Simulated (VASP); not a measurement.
Here is the system:

```xyz
8
Lattice="-2.7000 2.7000 5.2200 2.7000 -2.7000 5.2200 2.7000 2.7000 -5.2200" Properties=species:S:1:pos:R:3 pbc="T T T"
Zn     0.0000     0.0000     0.0000
Zn     0.0000     2.7000     2.6100
Si     0.0000     0.0000     5.2200
Si     2.7000     0.0000     2.6100
P      1.2474     1.3500     6.5250
P      1.3500    -1.2474     3.9150
P      1.4526     1.3500     1.3050
P      1.3500     3.9474    -1.3050
```

Computed with PBE GGA, VASP's PBE PAW potentials (set 64) (plane waves; VASP). Run with 300 eV cut-off, 6×6×6 Γ-centred mesh, Gaussian smearing of 0.050 eV, potentials Zn Si P.

At this cut-off the stress carries a Pulay error, which pulls relaxed volumes low.

What does the run give for the energy per atom (σ→0), pressure, largest force, band gap (on the k-mesh) with the smallest direct gap where there is one?

The band gap (on the k-mesh) is 1.30 eV, the smallest direct gap (on the k-mesh) is 1.30 eV and the energy per atom (σ→0) comes out as -4.646 eV/atom. The pressure is 1.36 GPa and the largest force is 0.121 eV/Å.

The structure is a typed ZnSiP2 crystal. The cell was not relaxed at this level.
